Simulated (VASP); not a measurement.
Here is a VASP 6.6.1 calculation.

INCAR

```
PREC = Accurate
ENCUT = 350
EDIFF = 1E-5
ISMEAR = 0
SIGMA = 0.03
LREAL = Auto
LASPH = True
NELM = 120
ALGO = Normal
ISIF = 2
LWAVE = False
LCHARG = False
ISPIN = 2
MAGMOM = 0 0 0 0 0 0 0 0 0 0 0 0.33 0.33 0.33 0 0 0 0 0 0.33 0.33 0.33 0
LORBIT = 11
LMAXMIX = 4
GGA = PS
NBANDS = 118
KPAR = 4
```

Contents of KPOINTS:

```
Automatic mesh
0
Gamma
  3 3 2
```

File POSCAR:

```
W7S16
1.0
    6.3064000000      0.0000000000      0.0000000000
   -3.1532000000      5.4615026064      0.0000000000
    0.0000000000      0.0000000000     12.3230000000
W S
7 16
Direct
    0.1666666667      0.8333333333      0.2500000000
    0.6666666667      0.3333333333      0.2500000000
    0.6666666667      0.8333333333      0.2500000000
    0.3333333333      0.1666666667      0.7500000000
    0.3333333333      0.6666666667      0.7500000000
    0.8333333333      0.1666666667      0.7500000000
    0.8333333333      0.6666666667      0.7500000000
    0.1666666667      0.3333333333      0.6225000000
    0.1666666667      0.8333333333      0.6225000000
    0.6666666667      0.3333333333      0.6225000000
    0.6666666667      0.8333333333      0.6225000000
    0.3333333333      0.1666666667      0.1225000000
    0.3333333333      0.6666666667      0.1225000000
    0.8333333333      0.1666666667      0.1225000000
    0.8333333333      0.6666666667      0.1225000000
    0.1666666667      0.3333333333      0.8775000000
    0.1666666667      0.8333333333      0.8775000000
    0.6666666667      0.3333333333      0.8775000000
    0.6666666667      0.8333333333      0.8775000000
    0.3333333333      0.1666666667      0.3775000000
    0.3333333333      0.6666666667      0.3775000000
    0.8333333333      0.1666666667      0.3775000000
    0.8333333333      0.6666666667      0.3775000000
```

Potentials or basis: VASP PAW PBE potentials, release 64 (W_sv, S).

The run is started by

```bash
$ cat potpaw_PBE.64/W_sv/POTCAR potpaw_PBE.64/S/POTCAR > POTCAR
$ mpirun -np 4 vasp_std > vasp.out
```

Problem. Predict the band gap on the k mesh.

Solution. None (metal or under the smearing width).

Problem. Estimate the pressure.

Solution. -2.2 GPa.

Stress tensor (GPa, compression positive):
```
-2.03  0.00  0.00
 0.00 -2.03  0.00
 0.00  0.00 -2.39
```

Caveat: the k mesh is coarse (spacing up to 0.38 Å⁻¹), so the values aren't converged; the PAW data sets were made with another functional, which shifts forces and pressure a little. The run has no spin-orbit coupling, so splittings on W are missing.
